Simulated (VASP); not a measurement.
Calculation: PBEsol GGA, VASP's PBE PAW potentials (set 64) (plane waves; VASP 6.6.1).

The input files of a VASP run:

File KPOINTS:
```
K-points
0
Gamma
  8 8 8
0 0 0
```

INCAR:
```
PREC  =  Accurate
ENCUT  =  500   # plane-wave cut-off (eV)
LMAXMIX  =  4
GGA  =  PS
NSW  =  40   # most ionic steps
EDIFFG  =  -0.02   # ionic stop
ISMEAR  =  0   # Gaussian
LWAVE  =  .False.
IBRION  =  2   # conjugate gradients
SIGMA  =  0.05   # width (eV)
NELM  =  100   # most electronic steps
EDIFF  =  1E-6
ISIF  =  3   # ions, shape and volume
LCHARG  =  .False.
SYSTEM  =  GaAs
ALGO  =  Normal
LREAL  =  .False.   # projection in real space or not
LASPH  =  .True.
```

POSCAR:
```
GaAs
1
    0.0000000000     2.8323903163     2.8323903163
    2.8323903163     0.0000000000     2.8323903163
    2.8323903163     2.8323903163     0.0000000000
Ga As
1 1
Direct
  1.0000000000   0.0000000000   0.0000000000
  0.2500000000   0.2500000000   0.2500000000
```

POTCAR, in this order: Ga_d As (PBE.64 set). Program: vasp_std.

Question: Estimate the energy per atom (σ→0), band gap (on the k-mesh).

Answer: 
```
Property                          Result
------------------------  --------------
energy per atom (σ→0)     -4.544 eV/atom
band gap (on the k-mesh)         0.41 eV
```

OSZICAR:
```
...
DAV:   6    -0.912108485330E+01    0.16500E+00   -0.27596E-01  1203   0.112E+01    0.173E+00
DAV:   7    -0.908909092090E+01    0.31994E-01   -0.67781E-02  1125   0.245E+00    0.537E-01
DAV:   8    -0.908721042486E+01    0.18805E-02   -0.95641E-03   879   0.136E+00    0.970E-02
DAV:   9    -0.908737789603E+01   -0.16747E-03   -0.77257E-04   927   0.396E-01    0.448E-02
DAV:  10    -0.908740586412E+01   -0.27968E-04   -0.54416E-05  1054   0.800E-02    0.241E-02
DAV:  11    -0.908742674576E+01   -0.20882E-04   -0.26508E-05   859   0.580E-02    0.214E-03
DAV:  12    -0.908742680752E+01   -0.61767E-07   -0.75410E-07   632   0.155E-02
   1 F= -.90874268E+01 E0= -.90874268E+01  d E =-.908743E+01
```

The compound is GaAs in the zinc blende structure. It was relaxed first.
